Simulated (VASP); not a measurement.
```
Na
1.0
   -2.09251     2.09251     2.09251
    2.09251    -2.09251     2.09251
    2.09251     2.09251    -2.09251
Na
1
Direct
  0.00000   0.00000   0.00000
```

Level of theory: PBE GGA, VASP's PBE PAW potentials (set 64) (plane waves; VASP). Run with 500 eV cut-off, 12×12×12 Γ-centred mesh, first-order Methfessel-Paxton smearing of 0.10 eV, potentials Na_pv.

Question: Estimate the energy per atom (σ→0), band gap (on the k-mesh) with the smallest direct gap where there is one.

Answer: 
```yaml
band gap (on the k-mesh): none (metal, semimetal or under 0.01 eV)
energy per atom (σ→0): -1.308 eV/atom
```

The compound is Na in the bcc structure. It was relaxed first, which changed the volume by -5 %.
